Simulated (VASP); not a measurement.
# SbC (Pm-3m) in VASP: a series of runs

The runs below take SbC through relaxation of cell and atoms, with PBEsol.

Everything below comes from runs of VASP 6.6.1. Logs are shortened: lines on timing, memory, paths and dates and some standing lists are left out, and cuts for length are marked.

**1. Starting point**

Symmetry: Pm-3m, No. 221, cubic system. The conventional cell has a = 3.115 Å, b = 3.115 Å, c = 3.115 Å, α = 90.00°, β = 90.00°, γ = 90.00°. Around Sb (site symmetry m-3m) lie 8 C at 2.70 Å. C (site symmetry m-3m) is surrounded by 8 Sb at 2.70 Å.

The cell was built by a generator and needn't be a form met in nature.

**2. Relaxation of cell and atoms, PBEsol**

The input, INCAR:

```
  ALGO = Normal
  EDIFF = 1E-6
  EDIFFG = -0.02
  ENCUT = 600
  GGA = PS
  IBRION = 2
  ISIF = 3
  ISMEAR = -1
  LASPH = True
  LCHARG = False
  LREAL = False
  LWAVE = False
  NELM = 100
  NSW = 40
  PREC = Accurate
  PSTRESS = 0
  SIGMA = 0.05
```

The input, KPOINTS:

```
k-points
0
Gamma
  9 9 9
```

The input, POSCAR:

```
SbC
1.0
    3.1146800000      0.0000000000      0.0000000000
    0.0000000000      3.1146800000      0.0000000000
    0.0000000000      0.0000000000      3.1146800000
Sb C
1 1
Direct
    0.5000000000      0.5000000000      0.5000000000
    0.0000000000      0.0000000000      0.0000000000
```

Potentials or basis: VASP PAW PBE potentials, release 64 (Sb, C).

Launch:

```bash
cat potpaw_PBE.64/Sb/POTCAR potpaw_PBE.64/C/POTCAR > POTCAR
mpirun -np 1 vasp_std > vasp.out
```

OUTCAR:

```text
EDIFF = 1E-6
   EDIFFG = -0.02
   ENCUT = 600
   GGA = PS
   IBRION = 2
   ISIF = 3
   ISMEAR = -1
   LASPH = True
   LREAL = False
   NELM = 100
   NSW = 40
   PREC = Accurate
   PSTRESS = 0

 ion  position               nearest neighbor table
   1  0.500  0.500  0.500-   2 2.70   2 2.70   2 2.70   2 2.70   2 2.70   2 2.70   2 2.70   2 2.70

   2  0.000  0.000  0.000-   1 2.70   1 2.70   1 2.70   1 2.70   1 2.70   1 2.70   1 2.70   1 2.70

  LATTYP: Found a simple cubic cell.
 ALAT       =     3.1146800000

  Lattice vectors:

 A1 = (   3.1146800000,   0.0000000000,   0.0000000000)
 A2 = (   0.0000000000,   3.1146800000,   0.0000000000)
 A3 = (   0.0000000000,   0.0000000000,   3.1146800000)

Analysis of symmetry for initial positions (statically):
=====================================================================
 Subroutine PRICEL returns:
 Original cell was already a primitive cell.

 Routine SETGRP: Setting up the symmetry group for a
 simple cubic supercell.

 Subroutine GETGRP returns: Found 48 space group operations
 (whereof 48 operations were pure point group operations)
 out of a pool of 48 trial point group operations.

The static configuration has the point symmetry O_h .

Analysis of symmetry for dynamics (positions and initial velocities):
=====================================================================
 Subroutine PRICEL returns:
 Original cell was already a primitive cell.

 Routine SETGRP: Setting up the symmetry group for a
 simple cubic supercell.

 Subroutine GETGRP returns: Found 48 space group operations
 (whereof 48 operations were pure point group operations)
 out of a pool of 48 trial point group operations.

The dynamic configuration has the point symmetry O_h .

 Subroutine INISYM returns: Found 48 space group operations
 (whereof 48 operations are pure point group operations),
 and found     1 'primitive' translations

----------------------------------------------------------------------------------------

                                     Primitive cell

  volume of cell :      30.2162

  direct lattice vectors                    reciprocal lattice vectors
     3.114680000  0.000000000  0.000000000     0.321060269  0.000000000  0.000000000
     0.000000000  3.114680000  0.000000000     0.000000000  0.321060269  0.000000000
     0.000000000  0.000000000  3.114680000     0.000000000  0.000000000  0.321060269

  length of vectors
     3.114680000  3.114680000  3.114680000     0.321060269  0.321060269  0.321060269

  position of ions in fractional coordinates (direct lattice)
     0.500000000  0.500000000  0.500000000
     0.000000000  0.000000000  0.000000000

  ion indices of the primitive-cell ions
   primitive index   ion index
[... 64 lines left out ...]
 SYSTEM =  unknown system
   PREC   = accura    normal or accurate (medium, high low for compatibility)
   ISTART =      0    job   : 0-new  1-cont  2-samecut
   ICHARG =      2    charge: 1-file 2-atom 10-const
   ISPIN  =      1    spin polarized calculation?
   LNONCOLLINEAR =      F non collinear calculations
   LSORBIT =      F    spin-orbit coupling
   LASPH  =      T    aspherical Exc in radial PAW
   ENCUT  =  600.0 eV  44.10 Ry    6.64 a.u.   6.22  6.22  6.22*2*pi/ulx,y,z
   NELM   =    100;   NELMIN=  2; NELMDL= -5     # of ELM steps
   EDIFF  = 0.1E-05   stopping-criterion for ELM
   LREAL  =      F    real-space projection
   EDIFFG = -.2E-01   stopping-criterion for IOM
   NSW    =     40    number of steps for IOM
   IBRION =      2    ionic relax: 0-MD 1-quasi-New 2-CG
   NFREE  =      1    steps in history (QN), initial steepest desc. (CG)
   ISIF   =      3    stress and relaxation
   ISYM   =      2    0-nonsym 1-usesym 2-fastsym
   POTIM  = 0.5000    time-step for ionic-motion
   TEBEG  =    0.0;   TEEND  =   0.0 temperature during run
   PSTRESS=    0.0 pullay stress
   NELECT =       9.0000    total number of electrons
   NUPDOWN=      -1.0000    fix difference up-down
   EMIN   =  10.00;   EMAX   =-10.00  energy-range for DOS
   EFERMI =   0.00;   METHOD = LEGACY
   ISMEAR =    -1;   SIGMA  =   0.05  broadening in eV -4-tet -1-fermi 0-gaus
   EFERMI_NEDOS =   21; number of points for ismear=-14 and -15
   IALGO  =     38    algorithm
   IMIX   =      4    mixing-type and parameters
     AMIX     =   0.40;   BMIX     =  1.00
     AMIX_MAG =   1.60;   BMIX_MAG =  1.00
  volume/ion in A,a.u.               =      15.11       101.95
  Fermi-wavevector in a.u.,A,eV,Ry     =   1.093307  2.066051 16.263326  1.195321
  Thomas-Fermi vector in A             =   2.229590
   LORBIT       =      0    0 simple, 1 ext, 2 COOP (PROOUT), +10 PAW based schemes
   GGA     = PS    functional components
   LHFCALC =     F    Hartree Fock is set to
   AEXX    =    0.0000 exact exchange contribution
   IVDW    =     0    specifies the selected vdW correction
   LEPSILON=     F    determine dielectric tensor
   LRPA    =     F    only Hartree local field effects (RPA)
 conjugate gradient relaxation of ions
 non-spin polarized calculation
  energy-cutoff  :      600.00
  volume of cell :       30.22
 maximum number of plane-waves:      1021
 NGX is ok and might be reduce to    28
   NGX = 13   NGY = 13   NGZ = 13

--------------------------------------- Ionic step        1  -------------------------------------------

 number of electron       9.0000000 magnetization

 Free energy of the ion-electron system (eV)
  ---------------------------------------------------
  ext. energy  EPLUGINS =         0.00000000
  ---------------------------------------------------
  free energy    TOTEN  =        -9.92521987 eV

  energy without entropy =       -9.91493717  energy(sigma->0) =       -9.92007852

 E-fermi :   9.5255     XC(G=0): -11.5034

 val. band max:        9.5015898233   @ k =   0.4444   0.3333   0.1111
 cond. band min:       9.5910066124   @ k =   0.3333   0.2222   0.0000
 fundamental gap:      0.0894167891
 Fermi energy:         9.5254737686

 k-point     1 :       0.0000    0.0000    0.0000
  band No.  band energies     occupation
      1      -5.6494      2.00000
      2       5.4530      2.00000
      3       7.8605      2.00000
      4       7.8605      2.00000
      5       7.8605      2.00000
      6      14.9432      0.00000
      7      14.9432      0.00000
      8      17.1048      0.00000
[... 324 lines left out ...]
--------------------------------------- Ionic step        3  -------------------------------------------

 number of electron       9.0000000 magnetization

 Free energy of the ion-electron system (eV)
  ---------------------------------------------------
  ext. energy  EPLUGINS =         0.00000000
  ---------------------------------------------------
  free energy    TOTEN  =        -9.95121188 eV

  energy without entropy =       -9.94205689  energy(sigma->0) =       -9.94663438

 E-fermi :  10.2420     XC(G=0): -11.7347

 val. band max:       10.1870419750   @ k =   0.4444   0.3333   0.1111
 cond. band min:      10.2865884715   @ k =   0.3333   0.2222   0.0000
 fundamental gap:      0.0995464966
 Fermi energy:        10.2419505445

 k-point     1 :       0.0000    0.0000    0.0000
  band No.  band energies     occupation
      1      -5.4253      2.00000
      2       6.5074      2.00000
      3       8.4727      2.00000
      4       8.4727      2.00000
      5       8.4727      2.00000
      6      15.6658      0.00000
      7      15.6658      0.00000
      8      18.3366      0.00000
[... 282 lines left out ...]
  FREE ENERGIE OF THE ION-ELECTRON SYSTEM (eV)
  ---------------------------------------------------
  free  energy   TOTEN  =        -9.9512118757 eV

  energy  without entropy=       -9.9420568888  energy(sigma->0) =       -9.94663438

 reached required accuracy - stopping structural energy minimisation
```

OSZICAR:

```text
N       E                     dE             d eps       ncg     rms          rms(c)
DAV:   1     0.253524670478E+02    0.25352E+02   -0.39328E+03   560   0.102E+03
DAV:   2    -0.959480491909E+01   -0.34947E+02   -0.34493E+02   936   0.123E+02
DAV:   3    -0.105126581520E+02   -0.91785E+00   -0.91025E+00   632   0.261E+01
[... 20 lines left out ...]
DAV:   2    -0.995275017622E+01    0.32166E-02   -0.38184E-03   624   0.540E-01    0.208E-01
DAV:   3    -0.995129024198E+01    0.14599E-02   -0.18231E-03   584   0.294E-01    0.393E-02
DAV:   4    -0.995121673669E+01    0.73505E-04   -0.12115E-04   744   0.844E-02    0.308E-02
DAV:   5    -0.995121190826E+01    0.48284E-05   -0.16266E-06   480   0.135E-02    0.231E-03
DAV:   6    -0.995121187567E+01    0.32591E-07   -0.17731E-07   280   0.368E-03
   3 F= -.99512119E+01 E0= -.99466344E+01  d E =-.259920E-01
```

Run time: 9.6 s. Hardware: 1 thread of Intel Xeon 6975P-C (Granite Rapids), shared host; peak memory 0.17 GiB.

Results:

```yaml
Free_energy: -9.9512 eV
Relaxed_volume: 14.36 Å³/atom
Relaxed_cell: a = 3.063 Å, b = 3.063 Å, c = 3.063 Å, α = 90.00°, β = 90.00°, γ = 90.00°
Space_group_after_relaxing_to_0.05_Å: Pm-3m (No. 221)
Energy_gained_by_relaxing: 13.0 meV/atom
Ionic_steps: 3
Pressure_after_relaxing: 0.0 GPa
```

The path:
| step | energy change (eV) | largest force (eV/Å) | pressure (GPa) | volume (Å³) |
| --- | --- | --- | --- | --- |
| 1 | 0.0000 | 0.0000 | -5.37 | 30.22 |
| 2 | -0.0201 | 0.0000 | 2.84 | 28.06 |
| 3 | -0.0260 | 0.0000 | 0.03 | 28.73 |

Final structure:
```
Sb C
1.0
     3.06261    0.00000    0.00000
     0.00000    3.06261    0.00000
     0.00000    0.00000    3.06261
Sb C
1 1
Direct
  0.50000 0.50000 0.50000
  0.00000 0.00000 0.00000
```

Levels at points of the mesh, in eV from the Fermi level:
| k point | band 1 | band 2 | band 3 | band 4 | band 5 | band 6 | band 7 | band 8 |
| --- | --- | --- | --- | --- | --- | --- | --- | --- |
| (0.00, 0.00, 0.00) | -15.67 | -3.73 | -1.77 | -1.77 | -1.77 | 5.42 | 5.42 | 8.09 |

Caveat: the bands computed are all filled at some k points, so no gap is given; the PAW data sets were made with another functional, which shifts forces and pressure a little.

**3. Relaxation of cell and atoms, PBEsol**

The input, INCAR:

```
SYSTEM = SbC
PREC = Accurate ; ENCUT = 600
EDIFF = 1E-6 ; ISMEAR = -1
SIGMA = 0.05 ; LREAL = .False.
LASPH = .True. ; NELM = 100
ALGO = Normal ; ISIF = 3
LWAVE = .False. ; LCHARG = .False.
GGA = PS ; IBRION = 2
NSW = 40 ; EDIFFG = -0.02
PSTRESS = 0 ; MAXMIX = 5
NELECT = 8.98 ; KSPACING = 0.2
```

POSCAR is that of step 2.

Potentials or basis: VASP PAW PBE potentials, release 64 (Sb, C).

Launch:

```bash
cat potpaw_PBE.64/Sb/POTCAR potpaw_PBE.64/C/POTCAR > POTCAR
mpirun -np 1 vasp_std > vasp.out
```

OUTCAR:

```text
SYSTEM = SbC
   PREC = Accurate
   ENCUT = 600
   EDIFF = 1E-6
   ISMEAR = -1
   LREAL = .False.
   LASPH = .True.
   NELM = 100
   ISIF = 3
   GGA = PS
   IBRION = 2
   NSW = 40
   EDIFFG = -0.02
   PSTRESS = 0
   NELECT = 8.98

 ion  position               nearest neighbor table
   1  0.500  0.500  0.500-   2 2.70   2 2.70   2 2.70   2 2.70   2 2.70   2 2.70   2 2.70   2 2.70

   2  0.000  0.000  0.000-   1 2.70   1 2.70   1 2.70   1 2.70   1 2.70   1 2.70   1 2.70   1 2.70

  LATTYP: Found a simple cubic cell.
 ALAT       =     3.1146800000

  Lattice vectors:

 A1 = (   3.1146800000,   0.0000000000,   0.0000000000)
 A2 = (   0.0000000000,   3.1146800000,   0.0000000000)
 A3 = (   0.0000000000,   0.0000000000,   3.1146800000)

Analysis of symmetry for initial positions (statically):
=====================================================================
 Subroutine PRICEL returns:
[... 182 lines left out ...]
      1      -5.6522      2.00000
      2       5.4173      2.00000
      3       7.8273      2.00000
      4       7.8273      2.00000
      5       7.8273      2.00000
      6      14.9597      0.00000
      7      14.9597      0.00000
      8      17.0884      0.00000
[... 324 lines left out ...]
--------------------------------------- Ionic step        3  -------------------------------------------

 number of electron       8.9800000 magnetization

 Free energy of the ion-electron system (eV)
  ---------------------------------------------------
  ext. energy  EPLUGINS =         0.00000000
  ---------------------------------------------------
  free energy    TOTEN  =       -10.15181032 eV

  energy without entropy =      -10.14234649  energy(sigma->0) =      -10.14707840

 E-fermi :  10.2716     XC(G=0): -11.7807

 val. band max:       10.2439133646   @ k =   0.3636   0.0909   0.0000
 cond. band min:      10.2856083565   @ k =   0.2727   0.2727   0.0000
 fundamental gap:      0.0416949919
 Fermi energy:        10.2716069246

 k-point     1 :       0.0000    0.0000    0.0000
  band No.  band energies     occupation
      1      -5.3778      2.00000
      2       6.7097      2.00000
      3       8.5756      2.00000
      4       8.5756      2.00000
      5       8.5756      2.00000
      6      15.8479      0.00000
      7      15.8479      0.00000
      8      18.5988      0.00000
[... 282 lines left out ...]
  FREE ENERGIE OF THE ION-ELECTRON SYSTEM (eV)
  ---------------------------------------------------
  free  energy   TOTEN  =       -10.1518103188 eV

  energy  without entropy=      -10.1423464868  energy(sigma->0) =      -10.14707840

 reached required accuracy - stopping structural energy minimisation
```

OSZICAR:

```text
N       E                     dE             d eps       ncg     rms          rms(c)
DAV:   1     0.248014955002E+02    0.24801E+02   -0.39393E+03   896   0.102E+03
DAV:   2    -0.964439895617E+01   -0.34446E+02   -0.33813E+02  1456   0.125E+02
DAV:   3    -0.106836872032E+02   -0.10393E+01   -0.10102E+01  1064   0.267E+01
DAV:   4    -0.106904195860E+02   -0.67324E-02   -0.67226E-02  1128   0.239E+00
[... 18 lines left out ...]
DAV:   1    -0.101579677676E+02   -0.14549E-01   -0.27794E-01  1008   0.425E+00    0.498E-01
DAV:   2    -0.101537233038E+02    0.42445E-02   -0.50527E-03   992   0.626E-01    0.248E-01
DAV:   3    -0.101518364448E+02    0.18869E-02   -0.30142E-03  1000   0.392E-01    0.577E-02
DAV:   4    -0.101518104839E+02    0.25961E-04   -0.50551E-05   968   0.550E-02    0.227E-02
DAV:   5    -0.101518103188E+02    0.16503E-06   -0.29471E-06   712   0.151E-02
   3 F= -.10151810E+02 E0= -.10147078E+02  d E =-.388083E-01
```

CONTCAR:

```text
SbC
   1.00000000000000
     3.0512294964408557    0.0000000000000000   -0.0000000000000000
     0.0000000000000000    3.0512294964408557    0.0000000000000000
     0.0000000000000000    0.0000000000000000    3.0512294964408557
  Sb              C
     1     1
Direct
     0.5000000000000000    0.5000000000000000    0.5000000000000000
     0.0000000000000000    0.0000000000000000    0.0000000000000000

  0.00000000E+00  0.00000000E+00  0.00000000E+00
  0.00000000E+00  0.00000000E+00  0.00000000E+00
```

It took 13 s on 1 thread of Intel Xeon 6975P-C (Granite Rapids), shared host; peak memory 0.17 GiB.

These settings aren't checked as converged (typed here: MAXMIX = 5; KSPACING = 0.2; NELECT = 8.98): the numbers below hold their error.

What came out:

```yaml
Free_energy: -10.1518 eV
Relaxed_volume: 14.20 Å³/atom
Relaxed_cell: a = 3.051 Å, b = 3.051 Å, c = 3.051 Å, α = 90.00°, β = 90.00°, γ = 90.00°
Space_group_after_relaxing_to_0.05_Å: Pm-3m (No. 221)
Energy_gained_by_relaxing: 19.4 meV/atom
Ionic_steps: 3
```

Caveat: the cell is charged against a uniform background, so pressure and absolute levels hang on convention; the bands computed are all filled at some k points, so no gap is given; the PAW data sets were made with another functional, which shifts forces and pressure a little.

**4. For comparison**

An earlier run on the cell as given: functional PBE; potentials or basis VASP PAW PBE potentials, release 64 (Sb, C); cutoff 520 eV; k mesh 9 × 9 × 9; occupations fermi-dirac, width 0.05 eV; no spin polarisation.

- Pressure: -1.0 GPa
- Band gap on the k mesh: none (metal or under the smearing width)
